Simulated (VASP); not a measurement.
These are PBE GGA, VASP's PBE PAW potentials (set 64) (plane waves; VASP) values and carry that method's errors.

Input for VASP

### KPOINTS
```
Automatic mesh
0
Gamma
12 12 12
0 0 0
```

**INCAR**
```
ALGO = Normal
EDIFF = 1E-7
ENCUT = 520
GGA = PE
ISIF = 2
ISMEAR = 1
LASPH = T
LCHARG = F
LMAXMIX = 4
LREAL = F
LWAVE = F
NELM = 100
PREC = Accurate
SIGMA = 0.1
SYSTEM = RuAl
```

**POSCAR**
```
RuAl
1
    2.9425128764     0.0000000000     0.0000000000
    0.0000000000     2.9425128764     0.0000000000
    0.0000000000     0.0000000000     2.9425128764
Al Ru
1 1
Direct
  0.5000000000   0.5000000000   0.5000000000
  0.0000000000   0.0000000000   0.0000000000
```

POTCAR, in this order: Al Ru_pv (PBE.64 set). Program: vasp_std.

**Question.** What will the output report for the number of irreducible k-points (NKPTS), largest plane-wave count, number of space-group operations, FFT grid (NGX, NGY, NGZ)?

**Answer.** 
```
Item                                          Result
--------------------------------------  ------------
number of irreducible k-points (NKPTS)            84
largest plane-wave count                         715
number of space-group operations                  48
FFT grid (NGX, NGY, NGZ)                24 × 24 × 24
```

The compound is RuAl in the CsCl type structure. This cell is one point of a volume scan, at 0.94 of the reference volume. The electron count is odd and the run is not spin-polarised, which forces a metal.
